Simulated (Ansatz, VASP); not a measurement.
# Si2WN4 in two plane-wave programs, part 3 of 3

One calculation is typed for both programs; each brings its own data sets. How far apart do they land? The structure shown is the start of the Ansatz relaxation below; VASP solves that cell, so the two are compared at the walk's first step.

VASP 6.6.1 and Ansatz 0.2.0.

So far. Step 4 (Side by side): The forces differ by 17 meV/Å r.m.s., which is 18.6 % of the r.m.s. force of 0.094 eV/Å (both taken over all components). With vacuum in the cell, a pressure given here is an average over mostly empty space and none of the material.

## Step 6: VASP: single point, PBEsol with D3(BJ), start cell, pair 2

Level of this step: PBEsol with D3(BJ), no spin polarisation; plane waves and PAW (W, N, Si) (VASP).

The same cell, functional, mesh and smearing now go to VASP, with its own data sets.

INCAR

```
SYSTEM = Si2WN4
PREC = Accurate
ENCUT = 520
EDIFF = 1E-06
NELM = 120
ISMEAR = -1
SIGMA = 0.02
LREAL = .FALSE.
ALGO = Normal
GGA = PS
IVDW = 12
NBANDS = 48
LASPH = .TRUE.
LORBIT = 11
LWAVE = .FALSE.
LCHARG = .FALSE.
ISIF = 2
LDIPOL = .TRUE.
IDIPOL = 3
DIPOL = 0.5 0.5 0.5
LVHAR = .TRUE.
GGA_COMPAT = .FALSE.
EFERMI = MIDGAP
NELMDL = -8
KPAR = 4
```

POSCAR

```
Si2WN4
1.0
    2.9100000000      0.0000000000      0.0000000000
   -1.4550000000      2.5201340000      0.0000000000
    0.0000000000      0.0000000000     61.4000000000
W N Si
2 8 4
Direct
    0.0000000000      0.0000000000      0.4177524430
    0.0000000000      0.0000000000      0.5822475570
    0.3333332672      0.6666665344      0.4381107492
    0.3333332672      0.6666665344      0.3973941368
    0.6666667328      0.3333334656      0.4747557003
    0.6666667328      0.3333334656      0.3607491857
    0.6666667328      0.3333334656      0.6026058632
    0.6666667328      0.3333334656      0.5618892508
    0.3333332672      0.6666665344      0.6392508143
    0.3333332672      0.6666665344      0.5252442997
    0.3333332672      0.6666665344      0.4666123779
    0.3333332672      0.6666665344      0.3688925081
    0.6666667328      0.3333334656      0.6311074919
    0.6666667328      0.3333334656      0.5333876221
```

KPOINTS

```
Automatic mesh
0
Gamma
9 9 1
0 0 0
```

PAW data sets: W, N and Si (PBE family, release 64).

On the command line:

```bash
$ mpirun -np 4 vasp_std
```

Numbers of over 12 decimals in the logs are rounded to 6 here.

What it wrote:

```text
[banner, memory and clock lines left out]
running    4 mpi-ranks, on    1 nodes
[...]
[... a notice as in an earlier step ...]

 LDA part: xc-table for (Slater+PW92), standard interpolation
|                                                                             |
|           W    W    AA    RRRRR   N    N  II  N    N   GGGG   !!!           |
|           W    W   A  A   R    R  NN   N  II  NN   N  G    G  !!!           |
|           W    W  A    A  R    R  N N  N  II  N N  N  G       !!!           |
|           W WW W  AAAAAA  RRRRR   N  N N  II  N  N N  G  GGG   !            |
|           WW  WW  A    A  R   R   N   NN  II  N   NN  G    G                |
|           W    W  A    A  R    R  N    N  II  N    N   GGGG   !!!           |
|                                                                             |
|     One of the lattice vectors is very long (>50 A), but AMIN is rather     |
|     large. This can spoil convergence since charge sloshing might occur     |
|     along the long lattice vector. If problems with convergence are         |
|     observed, try to decrease AMIN to a smaller value (e.g. 0.01).          |
|     Note: This warning only applies if the self-consistency cycle is        |
|     used.                                                                   |
|                                                                             |

 POSCAR, INCAR and KPOINTS ok, starting setup
[...]
entering main loop
       N       E                     dE             d eps       ncg     rms          rms(c)
DAV:   1     0.578317846198E+03    0.57832E+03   -0.27434E+04  1200   0.113E+03
DAV:   2    -0.607464724793E+02   -0.63906E+03   -0.61020E+03  1648   0.286E+02
DAV:   3    -0.149107425804E+03   -0.88361E+02   -0.87491E+02  1400   0.112E+02
DAV:   4    -0.152314042586E+03   -0.32066E+01   -0.31892E+01  1536   0.256E+01
[...]
DAV:  30    -0.134701341268E+03   -0.23841E-05   -0.40583E-08   864   0.840E-04    0.369E-04
DAV:  31    -0.134701343864E+03   -0.25958E-05   -0.52212E-08   888   0.716E-04    0.878E-04
DAV:  32    -0.134701344651E+03   -0.78683E-06   -0.20806E-08   904   0.726E-04
   1 F= -.13785461E+03 E0= -.13785461E+03  d E =-.463301E-22
```

From OUTCAR (step 6):

```text
 Edisp (eV)   -3.15326

  Total      -6.87143    -6.87143    -5.70664    -0.00000     0.00000     0.00000
  in kB     -24.44966   -24.44966   -20.30515    -0.00000     0.00000     0.00000
  external pressure =      -23.07 kB  Pullay stress =        0.00 kB

 POSITION                                       TOTAL-FORCE (eV/Angst)
 -----------------------------------------------------------------------------------
      0.00000      0.00000     25.65000         0.000000     -0.000000      0.024998
      0.00000      0.00000     35.75000         0.000000      0.000000     -0.024998
     -0.00000      1.68009     26.90000        -0.000000      0.000000     -0.022878
     -0.00000      1.68009     24.40000         0.000000      0.000000      0.038954
      1.45500      0.84004     29.15000         0.000000     -0.000000     -0.083148
      1.45500      0.84004     22.15000         0.000000      0.000000      0.070682
      1.45500      0.84004     37.00000        -0.000000     -0.000000     -0.038954
      1.45500      0.84004     34.50000        -0.000000     -0.000000      0.022878
     -0.00000      1.68009     39.25000         0.000000     -0.000000     -0.070682
     -0.00000      1.68009     32.25000        -0.000000      0.000000      0.083148
     -0.00000      1.68009     28.65000         0.000000     -0.000000     -0.171505
     -0.00000      1.68009     22.65000         0.000000      0.000000      0.295745
      1.45500      0.84004     38.75000         0.000000     -0.000000     -0.295745
      1.45500      0.84004     32.75000         0.000000      0.000000      0.171505
 -----------------------------------------------------------------------------------
    total drift:                                0.000000     -0.000000     -0.000000

  FREE ENERGIE OF THE ION-ELECTRON SYSTEM (eV)
  ---------------------------------------------------
  free  energy   TOTEN  =      -137.8546077932 eV

  energy  without entropy=     -137.8546077932  energy(sigma->0) =     -137.85460779

[... 3 further parts left out ...]
[key lines of the parts left out:]
E-fermi :   0.0467
```

## Step 7: Comparison

What differs besides the data sets and the points named for the pairs above, as far as they apply: the data sets hold 84 valence electrons in Ansatz (on its PAW soft_1 files) and 68 in VASP. Total energies have different zeros and are not compared.

Forces on 9 of the 14 atoms, those with the largest forces and the largest differences (eV/Å; atoms numbered as in POSCAR):

```csv
atom,"Ansatz x, y, z","VASP x, y, z"
N3,"0.000, 0.000, -0.078","0.000, 0.000, -0.023"
N4,"0.000, 0.000, 0.094","0.000, 0.000, 0.039"
N5,"0.000, 0.000, -0.086","0.000, 0.000, -0.083"
N7,"0.000, 0.000, -0.094","0.000, 0.000, -0.039"
N8,"0.000, 0.000, 0.078","0.000, 0.000, 0.023"
Si11,"0.000, 0.000, -0.184","0.000, 0.000, -0.172"
Si12,"0.000, 0.000, 0.308","0.000, 0.000, 0.296"
Si13,"0.000, 0.000, -0.308","0.000, 0.000, -0.296"
Si14,"0.000, 0.000, 0.184","0.000, 0.000, 0.172"
```

The forces differ by 17 meV/Å r.m.s., which is 22.1 % of the r.m.s. force of 0.079 eV/Å (both taken over all components). With vacuum in the cell, a pressure given here is an average over mostly empty space and none of the material.

## Step 8: What came out

* r.m.s. force difference (single point, PBEsol with D3(BJ), start cell, pair 1): 17 meV/Å
* r.m.s. force difference (single point, PBEsol with D3(BJ), start cell, pair 2): 17 meV/Å

What this shows: The r.m.s. force difference is 17 meV/Å (single point, PBEsol with D3(BJ), start cell, pair 2), beyond the 12 meV/Å picked in this series as the mark of a large difference. The data sets hold unlike numbers of valence electrons (42 in Ansatz and 34 in VASP and 84 in Ansatz and 68 in VASP), so part of the differences comes from the potentials. What causes the difference of the single point, PBEsol with D3(BJ), start cell, pair 1 pair stays open here. What causes the difference of the single point, PBEsol with D3(BJ), start cell, pair 2 pair stays open here. 2 further runs of this series are not shown here. How closely two codes agree says nothing of how well the functional describes the real material.

[Lines on the potential files, build, host, timing and source positions are cut from VASP's logs without a mark.]

[Logs are printed without paths, hosts, clocks, repeated set-up lines and the standing remarks that a program may print on its own settings, such as how far it seeks lower states.]

[Hosts, paths, dates, database ids (printed as entryN), source tags and the programs' standing remarks are cut or masked in the printed files.]
